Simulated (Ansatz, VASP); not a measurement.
# CaO (Lime) in two plane-wave programs, part 2 of 3

Wanted: the spread between two codes on one cell, functional and k mesh. The cell is taken from a series of runs on this material, whose earlier steps may have relaxed, scaled, displaced or heated it; both programs get it as it stands.

VASP 6.6.1 and Ansatz 0.2.0.

So far: The starting structure; Ansatz: zone-centre phonons, LDA, pair 1.

### 3. VASP: zone-centre phonons, LDA, pair 1

Level of this step: LDA; plane waves and PAW (O, Ca_sv) (VASP).

The same cell, functional (in two slightly different forms) and mesh now go to VASP, with its own data sets.

Lines of VASP's logs that name or quote its potential files are left out, and so is its time.

File INCAR:

```
SYSTEM = CaO
PREC = Accurate
ENCUT = 600
EDIFF = 1E-08
NELM = 120
ISMEAR = 0
SIGMA = 0.01
LREAL = .FALSE.
ALGO = Normal
GGA = CA
NBANDS = 14
LORBIT = 11
LWAVE = .FALSE.
LCHARG = .FALSE.
ISIF = 2
IBRION = 8
LEPSILON = .TRUE.
LASPH = .TRUE.
GGA_COMPAT = .FALSE.
EFERMI = MIDGAP
KPAR = 2
```

File POSCAR:

```
CaO
1.0
    0.0000000000      2.3536805521      2.3536805521
    2.3536805521      0.0000000000      2.3536805521
    2.3536805521      2.3536805521      0.0000000000
O Ca
1 1
Direct
    0.5000000000      0.5000000000      0.5000000000
    0.0000000000      0.0000000000      0.0000000000
```

File KPOINTS:

```
Automatic mesh
0
Gamma
8 8 8
0 0 0
```

Potentials, in the order of the species: O and Ca_sv (LDA family, release 64).

Launch:

```bash
mpirun -np 2 vasp_std
```

Numbers of over 12 decimals in the logs are rounded to 6 here.

What it wrote:

```text
[banner, memory and clock lines left out]
running    2 mpi-ranks, on    1 nodes
 distrk:  each k-point on    1 cores,    2 groups
 distr:  one band on    1 cores,    1 groups

 POSCAR found type information on POSCAR O Ca
 POSCAR found :  2 types and       2 ions
 LDA part: xc-table for (Slater(with rela. corr.)+CA(PZ))
 , standard interpolation
 POSCAR, INCAR and KPOINTS ok, starting setup
 FFT: planning ... GRIDC
 FFT: planning ... GRID_SOFT
 FFT: planning ... GRID
 WAVECAR not read
 entering main loop
       N       E                     dE             d eps       ncg     rms          rms(c)
DAV:   1     0.136385677700E+03    0.13639E+03   -0.92527E+03   812   0.132E+03
DAV:   2    -0.996270634626E+01   -0.14635E+03   -0.13751E+03  1018   0.327E+02
DAV:   3    -0.157554897662E+02   -0.57928E+01   -0.57566E+01   902   0.672E+01
DAV:   4    -0.159378719497E+02   -0.18238E+00   -0.18220E+00  1192   0.103E+01
DAV:   5    -0.159398071419E+02   -0.19352E-02   -0.19352E-02   918   0.110E+00    0.846E+00
DAV:   6    -0.143515836409E+02    0.15882E+01   -0.54098E+00   868   0.234E+01    0.362E+00
DAV:   7    -0.142567531345E+02    0.94831E-01   -0.51615E-01  1014   0.754E+00    0.176E+00
DAV:   8    -0.142234720994E+02    0.33281E-01   -0.75471E-02   972   0.286E+00    0.288E-01
DAV:   9    -0.142228887546E+02    0.58334E-03   -0.61188E-03  1010   0.572E-01    0.104E-01
DAV:  10    -0.142230403255E+02   -0.15157E-03   -0.35228E-04   974   0.226E-01    0.417E-02
DAV:  11    -0.142230132215E+02    0.27104E-04   -0.50914E-05  1124   0.841E-02    0.654E-03
DAV:  12    -0.142230127986E+02    0.42285E-06   -0.41545E-06   902   0.215E-02    0.306E-03
DAV:  13    -0.142230127058E+02    0.92789E-07   -0.28255E-07  1262   0.438E-03    0.570E-04
DAV:  14    -0.142230127032E+02    0.26196E-08   -0.10583E-08   654   0.104E-03
   1 F= -.14223013E+02 E0= -.14223013E+02  d E =0.000000E+00
 Linear response reoptimize wavefunctions to high precision
DAV:   1    -0.142230127038E+02   -0.56070E-09   -0.18453E-09   608   0.407E-04
DAV:   2    -0.142230127038E+02   -0.43201E-11   -0.11683E-10   430   0.107E-04
 Linear response G [H, r] |phi>, progress :
  Direction:   1
       N       E                     dE             d eps       ncg     rms
RMM:   1    -0.557147692399E+02   -0.55715E+02    0.56938E+02  1452   0.157E+02
RMM:   2    -0.573772034257E+02   -0.16624E+01   -0.10011E+01  1345   0.285E+01
RMM:   3    -0.582329154994E+02   -0.85571E+00   -0.53476E+00  1674   0.875E+00
RMM:   4    -0.583983967246E+02   -0.16548E+00   -0.11674E+00  1857   0.329E+00
RMM:   5    -0.584390281070E+02   -0.40631E-01   -0.23748E-01  1860   0.131E+00
RMM:   6    -0.584443902417E+02   -0.53621E-02   -0.41903E-02  1888   0.574E-01
RMM:   7    -0.584459336060E+02   -0.15434E-02   -0.91868E-03  1887   0.246E-01
RMM:   8    -0.584461843632E+02   -0.25076E-03   -0.32474E-03  1820   0.107E-01
RMM:   9    -0.584462454131E+02   -0.61050E-04   -0.28384E-03  1836   0.473E-02
RMM:  10    -0.584462553301E+02   -0.99170E-05   -0.30623E-03  1793   0.225E-02
RMM:  11    -0.584462597228E+02   -0.43926E-05   -0.10568E-03  1778   0.108E-02
RMM:  12    -0.584462606144E+02   -0.89160E-06   -0.13443E-03  1698   0.558E-03
RMM:  13    -0.584462616805E+02   -0.10661E-05   -0.48314E-04  1644   0.280E-03
RMM:  14    -0.584462614926E+02    0.18788E-06   -0.33710E-04  1536   0.153E-03
[...]
RMM:  20    -0.584462614485E+02   -0.88110E-08   -0.76330E-06   879   0.999E-05
RMM:  21    -0.584462614402E+02    0.83305E-08    0.36938E-06   820   0.807E-05
RMM:  22    -0.584462614470E+02   -0.68761E-08   -0.22429E-06   763   0.686E-05
RMM:  23    -0.584462614314E+02    0.15634E-07    0.36101E-06   739   0.613E-05
RMM:  24    -0.584462614708E+02   -0.39429E-07   -0.12926E-06   707   0.569E-05
RMM:  25    -0.584462614400E+02    0.30838E-07   -0.40017E-06   685   0.544E-05
RMM:  26    -0.584462614467E+02   -0.67089E-08   -0.21247E-06   676   0.530E-05
RMM:  27    -0.584462614743E+02   -0.27627E-07   -0.33901E-06   660   0.522E-05
 Linear response G [H, r] |phi>, progress :
  Direction:   2
       N       E                     dE             d eps       ncg     rms
RMM:   1    -0.520365558120E+02   -0.52037E+02    0.57729E+02  1418   0.156E+02
RMM:   2    -0.526514444376E+02   -0.61489E+00   -0.82073E+00  1338   0.274E+01
RMM:   3    -0.531388808890E+02   -0.48744E+00   -0.28743E+00  1661   0.791E+00
RMM:   4    -0.532410872279E+02   -0.10221E+00   -0.55043E-01  1859   0.279E+00
RMM:   5    -0.532671254224E+02   -0.26038E-01   -0.11540E-01  1868   0.109E+00
[...]
RMM:   9    -0.171962874823E+00   -0.69568E-07   -0.76847E-06  1434   0.173E-03
RMM:  10    -0.171962889320E+00   -0.14496E-07   -0.11115E-06  1385   0.775E-04
RMM:  11    -0.171962892434E+00   -0.31139E-08   -0.10756E-06  1290   0.377E-04
RMM:  12    -0.171962892143E+00    0.29043E-09   -0.12589E-07  1153   0.179E-04
RMM:  13    -0.171962892294E+00   -0.15077E-09   -0.20496E-07  1039   0.993E-05
RMM:  14    -0.171962892296E+00   -0.16673E-11   -0.33320E-08   874   0.583E-05
 change of polarisation eV/A/(eV/A) component  3 :     0.023    -0.028     0.344
 dielectric tensor                  component  3 :     0.161    -0.194     3.386
 Linear response to external field, progress :
  Direction:   1
[...]
RMM:   9    -0.220665117033E+00   -0.16752E-05   -0.12928E-05  3767   0.106E-02    0.114E-03
RMM:  10    -0.220675000900E+00   -0.98839E-05   -0.17222E-05  3687   0.598E-03    0.211E-03
RMM:  11    -0.220665060212E+00    0.99407E-05   -0.62078E-06  3656   0.358E-03    0.694E-04
RMM:  12    -0.220665934080E+00   -0.87387E-06   -0.48108E-06  3760   0.156E-03    0.328E-04
RMM:  13    -0.220666412573E+00   -0.47849E-06   -0.24151E-06  3722   0.739E-04    0.235E-04
RMM:  14    -0.220666940683E+00   -0.52811E-06   -0.15761E-06  3583   0.442E-04    0.454E-05
RMM:  15    -0.220666882120E+00    0.58563E-07   -0.66185E-07  3176   0.200E-04    0.145E-05
RMM:  16    -0.220666809503E+00    0.72617E-07   -0.45310E-07  2460   0.101E-04    0.645E-06
 change of polarisation eV/A/(eV/A) component  2 :     0.042     0.416    -0.004
 dielectric tensor                  component  2 :     0.288     3.885    -0.024
 Linear response to external field, progress :
  Direction:   3
       N       E                     dE             d eps       ncg     rms          rms(c)
RMM:   1    -0.208401840427E+00   -0.20840E+00   -0.57022E-01  3486   0.411E+00
RMM:   2    -0.219968939089E+00   -0.11567E-01   -0.37569E-02  3054   0.939E-01    0.743E-01
RMM:   3    -0.212296711301E+00    0.76722E-02   -0.14225E-02  2912   0.858E-01    0.381E-01
RMM:   4    -0.216767806069E+00   -0.44711E-02   -0.71332E-03  3141   0.672E-01    0.104E-01
RMM:   5    -0.220060539706E+00   -0.32927E-02   -0.23568E-03  3503   0.284E-01    0.257E-02
RMM:   6    -0.220484100125E+00   -0.42356E-03   -0.53079E-04  3713   0.115E-01    0.150E-02
RMM:   7    -0.220677515541E+00   -0.19342E-03   -0.92464E-05  3630   0.493E-02    0.479E-03
RMM:   8    -0.220663407304E+00    0.14108E-04   -0.25417E-05  3724   0.227E-02    0.271E-03
RMM:   9    -0.220665074293E+00   -0.16670E-05   -0.10569E-05  3751   0.106E-02    0.114E-03
RMM:  10    -0.220675376944E+00   -0.10303E-04   -0.10000E-05  3682   0.601E-03    0.218E-03
RMM:  11    -0.220665049279E+00    0.10328E-04   -0.41345E-06  3640   0.363E-03    0.710E-04
RMM:  12    -0.220665898708E+00   -0.84943E-06   -0.24714E-06  3754   0.158E-03    0.343E-04
RMM:  13    -0.220666376620E+00   -0.47791E-06   -0.15455E-06  3692   0.749E-04    0.250E-04
RMM:  14    -0.220666903916E+00   -0.52730E-06   -0.75403E-07  3581   0.441E-04    0.226E-05
RMM:  15    -0.220666895003E+00    0.89135E-08   -0.37623E-07  3180   0.200E-04    0.154E-05
RMM:  16    -0.220666814342E+00    0.80660E-07   -0.22768E-07  2433   0.983E-05    0.632E-06
 change of polarisation eV/A/(eV/A) component  3 :     0.004     0.031     0.416
 dielectric tensor                  component  3 :     0.027     0.213     3.885
 Linear response DOF=           2
 Linear response progress:
  Degree of freedom:   1/  2
       N       E                     dE             d eps       ncg     rms          rms(c)
RMM:   1    -0.362398602307E+00   -0.36240E+00    0.22093E-01  3344   0.345E+00
RMM:   2    -0.354097920190E+00    0.83007E-02   -0.75116E-03  2840   0.670E-01    0.116E-01
RMM:   3    -0.355399218389E+00   -0.13013E-02   -0.18119E-03  2976   0.206E-01    0.622E-02
RMM:   4    -0.357220921642E+00   -0.18217E-02   -0.87392E-04  2920   0.145E-01    0.163E-02
RMM:   5    -0.357287494156E+00   -0.66573E-04   -0.17765E-04  3489   0.480E-02    0.321E-03
RMM:   6    -0.357288783231E+00   -0.12891E-05   -0.34366E-05  3540   0.175E-02    0.162E-03
RMM:   7    -0.357277532694E+00    0.11251E-04   -0.51535E-06  3528   0.740E-03    0.598E-04
RMM:   8    -0.357281196476E+00   -0.36638E-05   -0.36880E-07  3645   0.303E-03    0.275E-04
RMM:   9    -0.357282147530E+00   -0.95105E-06    0.12893E-06  3683   0.133E-03    0.437E-05
RMM:  10    -0.357281530965E+00    0.61657E-06   -0.80910E-07  3699   0.590E-04    0.284E-05
RMM:  11    -0.357281530959E+00    0.61430E-11    0.44734E-07  3830   0.265E-04    0.155E-05
RMM:  12    -0.357281715053E+00   -0.18409E-06   -0.41608E-07  3559   0.135E-04    0.656E-06
RMM:  13    -0.357281691769E+00    0.23284E-07    0.79550E-08  3754   0.640E-05    0.361E-06
RMM:  14    -0.357281717663E+00   -0.25894E-07   -0.17439E-07  3715   0.327E-05    0.157E-06
RMM:  15    -0.357281723995E+00   -0.63322E-08   -0.88419E-09  3656   0.165E-05    0.501E-07
 first order change of Fermi-energy   0.72248E-04
 force on displaced ion       1 direction 1 :  -3.768   0.000   0.000
 Born effective charge ion    1 direction 1 :  -2.379   0.000   0.000
 Linear response progress:
  Degree of freedom:   2/  2
       N       E                     dE             d eps       ncg     rms          rms(c)
RMM:   1    -0.434509852474E+00   -0.43451E+00    0.66265E-01  1866   0.109E+01
RMM:   2    -0.383577900431E+00    0.50932E-01   -0.61056E-02  2570   0.242E+00    0.197E-01
RMM:   3    -0.384276412116E+00   -0.69851E-03   -0.17862E-02  3379   0.726E-01    0.136E-01
RMM:   4    -0.384636467641E+00   -0.36006E-03   -0.35380E-03  3652   0.298E-01    0.716E-02
RMM:   5    -0.384485855092E+00    0.15061E-03   -0.46313E-04  3489   0.132E-01    0.109E-02
RMM:   6    -0.384572180103E+00   -0.86325E-04   -0.18257E-04  3718   0.629E-02    0.120E-02
RMM:   7    -0.384552766931E+00    0.19413E-04   -0.46041E-05  3739   0.310E-02    0.637E-03
RMM:   8    -0.384524790741E+00    0.27976E-04   -0.21893E-05  3806   0.154E-02    0.331E-03
RMM:   9    -0.384511244270E+00    0.13546E-04   -0.32676E-06  3742   0.913E-03    0.105E-03
RMM:  10    -0.384508396414E+00    0.28479E-05   -0.28959E-06  3916   0.565E-03    0.541E-04
RMM:  11    -0.384508098509E+00    0.29790E-06   -0.30271E-06  3998   0.377E-03    0.310E-04
RMM:  12    -0.384507903056E+00    0.19545E-06   -0.34087E-07  3770   0.290E-03    0.516E-05
RMM:  13    -0.384507641344E+00    0.26171E-06    0.12366E-06  4022   0.230E-03    0.768E-05
RMM:  14    -0.384508011509E+00   -0.37016E-06    0.22166E-06  4033   0.189E-03    0.768E-05
RMM:  15    -0.384507652894E+00    0.35861E-06    0.27624E-06  3723   0.161E-03    0.129E-04
RMM:  16    -0.384508179097E+00   -0.52620E-06    0.32179E-06  3450   0.140E-03    0.119E-04
RMM:  17    -0.384508256147E+00   -0.77050E-07    0.34564E-06  4075   0.120E-03    0.136E-04
RMM:  18    -0.384508466510E+00   -0.21036E-06    0.36173E-06  3797   0.105E-03    0.139E-04
 first order change of Fermi-energy  -0.50452E-03
 force on displaced ion       2 direction 1 :  -3.787   0.000   0.000
 Born effective charge ion    2 direction 1 :   2.376   0.000   0.000
 Born effective charges drift removed
 Linear response finished
```

Parts of OUTCAR (step 3):

```text
ion  position               nearest neighbor table
   1  0.500  0.500  0.500-   2 2.35   2 2.35   2 2.35   2 2.35   2 2.35   2 2.35
   2  0.000  0.000  0.000-   1 2.35   1 2.35   1 2.35   1 2.35   1 2.35   1 2.35

  LATTYP: Found a face centered cubic cell.
 ALAT       =     4.7073611042

 Subroutine GETGRP returns: Found 48 space group operations
 (whereof 48 operations were pure point group operations)

The static configuration has the point symmetry O_h .

 Found     29 irreducible k-points:

   k-points           NKPTS =     29   k-points in BZ     NKDIM =     29   number of bands    NBANDS=     14

   dimension x,y,z NGX =    28 NGY =   28 NGZ =   28
   dimension x,y,z NGXF=    56 NGYF=   56 NGZF=   56

   ENCUT  =  600.0 eV  44.10 Ry    6.64 a.u.   6.65  6.65  6.65*2*pi/ulx,y,z

   NELECT =      16.0000    total number of electrons

 k-points in reciprocal lattice and weights: Automatic mesh
   0.00000000  0.00000000  0.00000000       0.002
   0.12500000  0.00000000  0.00000000       0.016
   0.25000000  0.00000000  0.00000000       0.016
   0.37500000  0.00000000  0.00000000       0.016
   0.50000000  0.00000000  0.00000000       0.008
   0.12500000  0.12500000  0.00000000       0.012
   0.25000000  0.12500000  0.00000000       0.047
   0.37500000  0.12500000  0.00000000       0.047
   0.50000000  0.12500000  0.00000000       0.047
[...]
-0.37500000  0.50000000  0.12500000       0.023
  -0.25000000  0.50000000  0.25000000       0.012

 average (electrostatic) potential at core
       1 -71.0583       2 -43.1531

  Total        0.1435662      0.1435662      0.1435662      0.0000000      0.0000000      0.0000000
  in kB        8.8204409      8.8204409      8.8204409      0.0000000      0.0000000      0.0000000
  external PRESSURE =       8.8204409 kB  Pullay stress =       0.0000000 kB

  energy-cutoff  :      600.00
  volume of cell :       26.08
      direct lattice vectors                 reciprocal lattice vectors
     0.000000000  2.353680552  2.353680552    -0.212433246  0.212433246  0.212433246
     2.353680552  0.000000000  2.353680552     0.212433246 -0.212433246  0.212433246
     2.353680552  2.353680552  0.000000000     0.212433246  0.212433246 -0.212433246

 POSITION                                       TOTAL-FORCE (eV/Angst)
 -----------------------------------------------------------------------------------
      2.35368      2.35368      2.35368        -0.000000     -0.000000     -0.000000
      0.00000      0.00000      0.00000         0.000000      0.000000      0.000000
 -----------------------------------------------------------------------------------
    total drift:                                0.000000      0.000000      0.000000

 MACROSCOPIC STATIC DIELECTRIC TENSOR (including local field effects in DFT)
 ------------------------------------------------------
           3.885143    -0.000000     0.000000
          -0.000000     3.885143     0.000000
           0.000000     0.000000     3.885143
 ------------------------------------------------------

 PIEZOELECTRIC TENSOR (including local field effects)  for field in x, y, z        (C/m^2)
          XX          YY          ZZ          XY          YZ          ZX
  --------------------------------------------------------------------------------
  x     0.00000     0.00000     0.00000     0.00000     0.00000     0.00000
  y     0.00000     0.00000     0.00000     0.00000     0.00000     0.00000
  z     0.00000     0.00000     0.00000     0.00000     0.00000     0.00000

 BORN EFFECTIVE CHARGES (including local field effects) (in |e|, cummulative output)
 ---------------------------------------------------------------------------------
 ion    1
    1    -2.37830    -0.00000     0.00000
    2    -0.00000    -2.37830     0.00000
    3     0.00000     0.00000    -2.37830
 ion    2
    1     2.37830     0.00000     0.00000
    2     0.00000     2.37830    -0.00000
    3    -0.00000    -0.00000     2.37830

 Eigenvectors and eigenvalues of the dynamical matrix
 ----------------------------------------------------

   1 f  =    8.980160 THz    56.424010 2PiTHz  299.545897 cm-1    37.138941 meV
             X         Y         Z           dx          dy          dz
      2.353681  2.353681  2.353681     0.000000    0.000000    0.844777
      0.000000  0.000000  0.000000    -0.000000    0.000000   -0.535119

   2 f  =    8.980160 THz    56.424010 2PiTHz  299.545897 cm-1    37.138941 meV
             X         Y         Z           dx          dy          dz
      2.353681  2.353681  2.353681    -0.000000    0.844777   -0.000000
      0.000000  0.000000  0.000000    -0.000000   -0.535119    0.000000

   3 f  =    8.980160 THz    56.424010 2PiTHz  299.545897 cm-1    37.138941 meV
             X         Y         Z           dx          dy          dz
      2.353681  2.353681  2.353681     0.844777    0.000000    0.000000
      0.000000  0.000000  0.000000    -0.535119    0.000000    0.000000

   4 f/i=    0.010293 THz     0.064676 2PiTHz    0.343353 cm-1     0.042570 meV
             X         Y         Z           dx          dy          dz
      2.353681  2.353681  2.353681     0.467644   -0.127628    0.226655
      0.000000  0.000000  0.000000     0.738256   -0.201482    0.357814

   5 f/i=    0.010293 THz     0.064676 2PiTHz    0.343353 cm-1     0.042570 meV
             X         Y         Z           dx          dy          dz
      2.353681  2.353681  2.353681    -0.081332    0.371157    0.376803
      0.000000  0.000000  0.000000    -0.128396    0.585934    0.594847

   6 f/i=    0.010293 THz     0.064676 2PiTHz    0.343353 cm-1     0.042570 meV
             X         Y         Z           dx          dy          dz
      2.353681  2.353681  2.353681     0.247076    0.363739   -0.304959
      0.000000  0.000000  0.000000     0.390052    0.574224   -0.481429

 MACROSCOPIC STATIC DIELECTRIC TENSOR IONIC CONTRIBUTION
 ------------------------------------------------------
          10.390858     0.000000    -0.000000
           0.000000    10.390858    -0.000000
          -0.000000    -0.000000    10.390858
 ------------------------------------------------------

 ELASTIC MODULI CONTR FROM IONIC RELAXATION (kBar)
 Direction    XX          YY          ZZ          XY          YZ          ZX
 --------------------------------------------------------------------------------
 XX           0.0000      0.0000      0.0000      0.0000      0.0000      0.0000
 YY           0.0000      0.0000      0.0000      0.0000      0.0000      0.0000
 ZZ           0.0000      0.0000      0.0000      0.0000      0.0000      0.0000
 XY           0.0000      0.0000      0.0000      0.0000      0.0000      0.0000
 YZ           0.0000      0.0000      0.0000      0.0000      0.0000      0.0000
 ZX           0.0000      0.0000      0.0000      0.0000      0.0000      0.0000
 --------------------------------------------------------------------------------

 PIEZOELECTRIC TENSOR IONIC CONTR  for field in x, y, z        (C/m^2)
          XX          YY          ZZ          XY          YZ          ZX
  --------------------------------------------------------------------------------
  x     0.00000     0.00000     0.00000     0.00000     0.00000     0.00000
  y     0.00000     0.00000     0.00000     0.00000     0.00000     0.00000
  z     0.00000     0.00000     0.00000     0.00000     0.00000     0.00000
```

Energies printed during the response cycles are not total energies of the cell.

### 4. Comparison

Known differences besides the potentials themselves: the two LDA forms differ slightly; fixed occupations in Ansatz, narrow Gaussian smearing in VASP; VASP's response is taken on the typed mesh, Ansatz refines its own for the field response alone; the cutoff is 420 eV in Ansatz and 600 eV in VASP; VASP's log shows a relativistic correction to its local exchange, Ansatz's none. Total energies have different zeros and are not compared.

Compared:

```tsv
quantity	Ansatz	VASP	difference
ε∞ xx	3.88	3.89	-0.09 %
ε∞ yy	3.88	3.89	-0.09 %
ε∞ zz	3.88	3.89	-0.09 %
Born charge of O1 (mean of the diagonal) (e)	-2.37	-2.38	0.00
Born charge of Ca2 (mean of the diagonal) (e)	2.37	2.38	0.00
optical mode 1 to 3 (cm⁻¹)	290.7	299.5	-2.97 %
```

Modes are paired by rising frequency, not by their patterns, so a pair may set unlike modes beside each other; they are those without the splitting of longitudinal modes.

(Continued in part 3 of 3.)

[Lines on the potential files, build, host, timing and source positions are cut from VASP's logs without a mark.]

[Logs are printed without paths, hosts, clocks, repeated set-up lines and the standing remarks that a program may print on its own settings, such as how far it seeks lower states.]

[Hosts, paths, dates, database ids (printed as entryN), source tags and the programs' standing remarks are cut or masked in the printed files.]
